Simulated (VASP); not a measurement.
An input for Quantum ESPRESSO's pw.x (written as the equivalent of a VASP run, and not itself run):

```
&CONTROL
  calculation = 'scf'
  pseudo_dir = './pseudo'
  outdir = './out'
  tprnfor = .true.
  tstress = .true.
/
&SYSTEM
  ibrav = 0
  nat = 2
  ntyp = 1
  ecutwfc = 84
  occupations = 'smearing'
  smearing = 'methfessel-paxton'
  degauss = 0.00735
  input_dft = 'pbe'
  noncolin = .true.
  lspinorb = .true.
/
&ELECTRONS
  conv_thr = 7.3e-08
  electron_maxstep = 100
/
ATOMIC_SPECIES
  Mg 24.305 Mg.upf
CELL_PARAMETERS angstrom
     1.6371000   -2.8355410    0.0000000
     1.6371000    2.8355410    0.0000000
     0.0000000    0.0000000    5.3142000
ATOMIC_POSITIONS crystal
  Mg   0.3333330  0.6666670  0.2500000
  Mg   0.6666670  0.3333330  0.7500000
K_POINTS automatic
  12 12 6 0 0 0
```

### Question
Translate this input to VASP (INCAR, KPOINTS, POSCAR, choice of POTCAR).

### Answer
Several could match; the one computed here: 
File POSCAR:
```
Mg
1
    1.6371000000    -2.8355410000     0.0000000000
    1.6371000000     2.8355410000     0.0000000000
    0.0000000000     0.0000000000     5.3142000000
Mg
2
Direct
  0.3333330000   0.6666670000   0.2500000000
  0.6666670000   0.3333330000   0.7500000000
```

**INCAR**
```
# general
SYSTEM     = Mg
PREC       = Accurate
ENCUT      = 400
LREAL      = .FALSE.
LASPH      = .TRUE.

# electronic loop
EDIFF      = 1E-6
NELM       = 100
ALGO       = Normal

# smearing
ISMEAR     = 1
SIGMA      = 0.1

# functional
GGA        = PE
GGA_COMPAT = .FALSE.

# spin
MAGMOM     = 6*0
LSORBIT    = .TRUE.

# ions
ISIF       = 2

# output
LWAVE      = .FALSE.
LCHARG     = .FALSE.
```

KPOINTS:
```
Automatic mesh
0
Gamma
  12 12 6
```

POTCAR, in this order: Mg (PBE.64 set). Program: vasp_ncl.

The two are equivalent in intent, not identical: the potentials are each code's own (VASP's PAW set, PseudoDojo norm-conserving files, fully relativistic, in pw.x), so ENCUT and ecutwfc are chosen apart and not converted; conv_thr bounds pw.x's estimated SCF error, while EDIFF bounds the energy change between steps.

The compound is Mg in the hcp structure. The cell was not relaxed at this level. The run is one of a series of settings (GGA_COMPAT = .FALSE., LSORBIT = .TRUE., MAGMOM = 0 0 0 0 0 0, program vasp_ncl against the base run), some of them coarse on purpose.
